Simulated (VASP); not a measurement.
## WAu: relaxation of cell and atoms with PBE

Crystal: WAu.

```xyz
2
Lattice="0.0000 2.7480 2.7480 2.7480 0.0000 2.7480 2.7480 2.7480 0.0000" Properties=species:S:1:pos:R:3 pbc="T T T"
W     0.0000    0.0000    0.0000
Au    4.1220    4.1220    4.1220
```

The cell was built by a generator and needn't be a form met in nature.

```yaml
Program: VASP 6.6.1
Task: relaxation of cell and atoms
Functional: PBE
Potentials_or_basis: VASP PAW PBE potentials, release 64 (W_sv, Au)
Cutoff: 600 eV
k_mesh: 8 × 8 × 8
Occupations: fermi-dirac, width 0.05 eV
Spin: no spin polarisation
Target_pressure: 5 GPa
Further_INCAR_settings: ALGO = Fast; EDIFF = 1e-06; IBRION = 2; EDIFFG = -0.005; NSW = 60; ISIF = 3
Target_pressure: 5 GPa
```

```json
{"Relaxed volume": "23.76 Å³/atom", "Relaxed cell": "a = 4.066 Å, b = 4.066 Å, c = 4.066 Å, α = 60.00°, β = 60.00°, γ = 60.00°", "Space group after relaxing (to 0.05 Å)": "F-43m (No. 216)", "Energy change on relaxing (the enthalpy is what falls)": "-326.6 meV/atom", "Ionic steps": "5", "Pressure after relaxing": "5.0 GPa", "Band gap on the k mesh": "none (metal or under the smearing width)"}
```

The path:
| step | energy change (eV) | largest force (eV/Å) | pressure (GPa) | volume (Å³) |
| --- | --- | --- | --- | --- |
| 1 | 0.0000 | 0.0000 | 33.17 | 41.50 |
| 2 | 0.7158 | 0.0000 | -17.52 | 67.50 |
| 3 | -0.6736 | 0.0000 | 2.29 | 48.43 |
| 4 | -0.6584 | 0.0000 | 4.45 | 47.70 |
| 5 | -0.6532 | 0.0000 | 4.99 | 47.52 |

Final structure:
```
W Au
1.0
     0.00000    2.87487    2.87487
     2.87487    0.00000    2.87487
     2.87487    2.87487    0.00000
W Au
1 1
Direct
  0.00000 0.00000 0.00000
  0.75000 0.75000 0.75000
```

Levels at points of the mesh, in eV from the Fermi level:
```csv
k point,band 10,band 11,band 12,band 13,band 14,band 15,band 16
"(0.00, 0.00, 0.00)",-5.77,-0.76,-0.76,-0.76,1.63,1.63,8.53
"(0.50, 0.00, 0.00)",-5.09,-1.91,-0.25,-0.25,1.44,1.44,2.10
"(0.50, 0.50, 0.00)",-4.05,-2.84,0.38,1.29,1.55,1.55,2.89
```

Wall time 3.1 min on 1 thread of Intel(R) Xeon(R) Platinum 8175M CPU @ 2.50GHz (Skylake/Cascade Lake), on a shared host, peak memory 0.2 GiB.

Caveat: the cell is relaxed towards a set pressure, so the enthalpy falls and the energy may rise. Spin-orbit coupling is left out, which matters for the levels of Au, W.
